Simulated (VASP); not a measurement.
Level of theory: AM05 GGA, VASP's PBE PAW potentials (set 64) (plane waves; VASP).

VASP input:

INCAR:
```
SYSTEM = NaF
PREC = Accurate
ENCUT = 520
EDIFF = 1E-7
NELM = 100
ALGO = Normal
LREAL = .FALSE.
LASPH = .TRUE.
ISMEAR = -5
GGA = AM
LWAVE = .FALSE.
LCHARG = .TRUE.
LORBIT = 11
NEDOS = 601
ISIF = 2
```

**KPOINTS**
```
Automatic mesh
0
G
11 11 11
0 0 0
```

POSCAR:
```
NaF
1
    0.0000000000     2.3354354302     2.3354354302
    2.3354354302     0.0000000000     2.3354354302
    2.3354354302     2.3354354302     0.0000000000
Na F
1 1
Direct
  0.0000000000   0.0000000000   0.0000000000
  0.5000000000   0.5000000000   0.5000000000
```

POTCAR, in this order: Na_pv F (PBE.64 set). Program: vasp_std.

Task: Predict the energy per atom (σ→0), band gap (on the k-mesh).

Result: 
```
Item                              Result
------------------------  --------------
energy per atom (σ→0)     -4.252 eV/atom
band gap (on the k-mesh)         6.24 eV
```

File OSZICAR:
```
...
DAV:   7    -0.849481580650E+01    0.69311E-02   -0.30397E-02  1253   0.287E+00    0.104E+00
DAV:   8    -0.850190629631E+01   -0.70905E-02   -0.34118E-02  1238   0.494E+00    0.131E-01
DAV:   9    -0.850309211095E+01   -0.11858E-02   -0.57890E-03  1355   0.872E-01    0.888E-02
DAV:  10    -0.850301781471E+01    0.74296E-04   -0.89158E-04  1316   0.381E-01    0.186E-02
DAV:  11    -0.850302837246E+01   -0.10558E-04   -0.57439E-05  1277   0.168E-01    0.538E-03
DAV:  12    -0.850303024796E+01   -0.18755E-05   -0.79461E-06  1361   0.386E-02    0.382E-03
DAV:  13    -0.850303018411E+01    0.63854E-07   -0.87936E-07  1286   0.102E-02
   1 F= -.85030302E+01 E0= -.85030302E+01  d E =0.000000E+00
```

The compound is NaF in the rock salt structure. It was relaxed first.
